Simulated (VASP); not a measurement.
## Ag (relaxed from the dhcp structure, space group P6_3/mmc): computed properties

Method: PBEsol GGA, VASP's PBE PAW potentials (set 64) (plane waves; VASP 6.6.1).

```
Item                                                                                                        Value
----------------------------------  -----------------------------------------------------------------------------
space group                                                                                        P6_3/mmc (194)
cell                                a = 2.8501 Å, b = 2.8501 Å, c = 9.4232 Å, α = 90.00°, β = 90.00°, γ = 120.00°
volume per atom                                                                                     16.57 Å³/atom
band gap (over mesh and band path)                                       none (metal, semimetal or under 0.01 eV)
density                                                                                               10.81 g/cm³
```

```xyz
4
Lattice="2.8501 0.0000 0.0000 -1.4251 2.4683 0.0000 0.0000 0.0000 9.4232" Properties=species:S:1:pos:R:3 pbc="T T T"
Ag     2.8501     0.0000     0.0000
Ag     0.0000     0.0000     4.7116
Ag     0.0000     1.6455     2.3558
Ag     1.4251     0.8228     7.0674
```

The structure was generated: Ag was put into the dhcp type (P6_3/mmc), which need not be its known phase. It was relaxed first. Symmetry was kept, so distortions that lower it aren't found.
